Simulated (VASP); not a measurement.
Given:

```
AlTi
1.0
    2.82931     0.00000     0.00000
    0.00000     2.78428     0.00000
    0.00000     0.00000     3.96764
Ti Al
1 1
Direct
  0.00000   0.00000   0.00000
  0.52424   0.50000   0.50000
```
Cell charge -0.02.

All values below come from PBE GGA, VASP's PBE PAW potentials (set 64) (plane waves; VASP 6.6.1). Run with NELECT = 15.02, 400 eV cut-off, 12×12×8 Γ-centred mesh, Gaussian smearing of 0.050 eV, potentials Ti_sv Al.

The cell is charged, with a uniform compensating background.

Which forces act on the atoms, in eV/Å?

```csv
atom,Fx,Fy,Fz
Ti1,0.348,0.000,0.000
Al2,-0.348,0.000,0.000
```

Give the stress tensor in GPa (positive for a compressed cell).

```
3.49  0.00  0.00
0.00  6.25  0.00
0.00  0.00  6.61
```
The pressure is its mean diagonal, 5.45 GPa.

The compound is TiAl in the L1_0 structure. The cell was not relaxed at this level, atoms are displaced from their ideal sites. The run is one of a series of settings (ISMEAR = 0, NELECT = 15.02, SIGMA = 0.05 against the base run), some of them coarse on purpose. The electron count is odd and the run is not spin-polarised, which forces a metal.
